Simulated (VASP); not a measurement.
Here is the system:

```
PbI2
1.0
    2.33922    -4.05165     0.00000
    2.33922     4.05165     0.00000
    0.00000     0.00000     7.67084
Pb I
1 2
Cartesian
  0.00000   0.00000   0.00000
  2.33922   1.35055   1.85974
  2.33922  -1.35055   5.81110
```

All values below come from PBE GGA, VASP's PBE PAW potentials (set 64) (plane waves; VASP). Numerical set-up: 400 eV cut-off, 7×7×4 Γ-centred mesh, Gaussian smearing of 0.010 eV, potentials Pb_d I.

Without a dispersion term in the relaxation, distances and binding between the weakly bound layers, chains or molecules are unreliable, and so is what depends on them.

Task: Estimate the energy per atom (σ→0).

Result: 
The energy per atom (σ→0) comes out as -2.874 eV/atom.

The compound is PbI2 in the 1T layered structure. It was relaxed first, which changed the volume by +16 %.
